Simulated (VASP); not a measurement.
The input files of a VASP run:

File POSCAR:
```
GaNi3As
1.0
  3.9002049779   0.0000000000   0.0000000000
 -1.9501024890   3.3776765991   0.0000000000
  0.0000000000   0.0000000000   4.8242600781
Ga Ni As
1 3 1
Cart
  0.0000000000   0.0000000000   2.4121300391
  1.9501044390   1.1258910738   3.6412300958
  1.9501044390   1.1258910738   1.1830299823
 -0.0000019501   2.2517855253   2.4121300391
 -0.0000019501   2.2517855253   0.0000000000
```

**KPOINTS**
```
Regular mesh
0
gamma
 10 10 7
0 0 0
```

INCAR:
```
GGA = PS   # PBEsol
LWAVE = .FALSE.
ISMEAR = -5   # tetrahedra, Bloechl
LASPH = .TRUE.   # aspherical one-centre terms
LCHARG = .TRUE.
EDIFF = 1E-7   # SCF stop (eV)
ENCUT = 400   # plane-wave cut-off (eV)
LMAXMIX = 4   # l cut-off of mixed one-centre charges
LORBIT = 11
ALGO = Normal   # blocked Davidson
PREC = Accurate
LEFG = .TRUE.
LREAL = .FALSE.
NEDOS = 601
SYSTEM = GaNi3As
NELM = 100   # most electronic steps
ISIF = 2
```

POTCAR, in this order: Ga_d Ni As (PBE.64 set). Program: vasp_std.

Question: Translate this PBEsol calculation to Quantum ESPRESSO's pw.x.

Answer: One equivalent input (not run):
```
&CONTROL
  calculation = 'scf'
  pseudo_dir = './pseudo'
  outdir = './out'
  tprnfor = .true.
  tstress = .true.
/
&SYSTEM
  ibrav = 0
  nat = 5
  ntyp = 3
  ecutwfc = 98
  occupations = 'tetrahedra'
  input_dft = 'pbesol'
/
&ELECTRONS
  conv_thr = 7.3e-09
  electron_maxstep = 100
/
ATOMIC_SPECIES
  Ga 69.723 Ga.upf
  Ni 58.693 Ni.upf
  As 74.922 As.upf
CELL_PARAMETERS angstrom
     3.9002050   -0.0000000   -0.0000000
    -1.9501025    3.3776766    0.0000000
     0.0000000    0.0000000    4.8242601
ATOMIC_POSITIONS crystal
  Ga   0.0000000  0.0000000  0.5000000
  Ni   0.6666670  0.3333330  0.7547748
  Ni   0.6666670  0.3333330  0.2452252
  Ni   0.3333330  0.6666670  0.5000000
  As   0.3333330  0.6666670  0.0000000
K_POINTS automatic
  10 10 7 0 0 0
```
Limits of the translation: the potentials are each code's own (VASP's PAW set, PseudoDojo norm-conserving files in pw.x), so ENCUT and ecutwfc are chosen apart and not converted; conv_thr bounds pw.x's estimated SCF error, while EDIFF bounds the energy change between steps; the field gradients of LEFG aren't asked of the other code.

The structure comes from a computed database's GaNi3As entry (P-6m2); how it stands against other phases isn't given here. It was relaxed first.
